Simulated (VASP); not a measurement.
```
CELL_PARAMETERS angstrom
      1.74072    -3.01501     0.00000
      1.74072     3.01501     0.00000
      0.00000     0.00000     5.82825
ATOMIC_POSITIONS crystal
  Zn 0.66667 0.33333 0.50355
  Zn 0.33333 0.66667 0.00355
  S  0.66667 0.33333 0.87145
  S  0.33333 0.66667 0.37145
```

All values below come from PBEsol GGA, VASP's PBE PAW potentials (set 64) (plane waves; VASP). Settings: 500 eV cut-off, 7×7×4 Γ-centred mesh, Gaussian smearing of 0.050 eV, potentials Zn S.

### Question
Estimate the energy per atom (σ→0), pressure.

### Answer

| Item | Result |
|---|---|
| energy per atom (σ→0) | -3.487 eV/atom |
| pressure | 300.3 kbar |

Total energies compare only between runs with the same potentials, cut-off and functional.

The compound is ZnS in the wurtzite structure, the high-temperature form. It was relaxed first under an external pressure of 30 GPa.
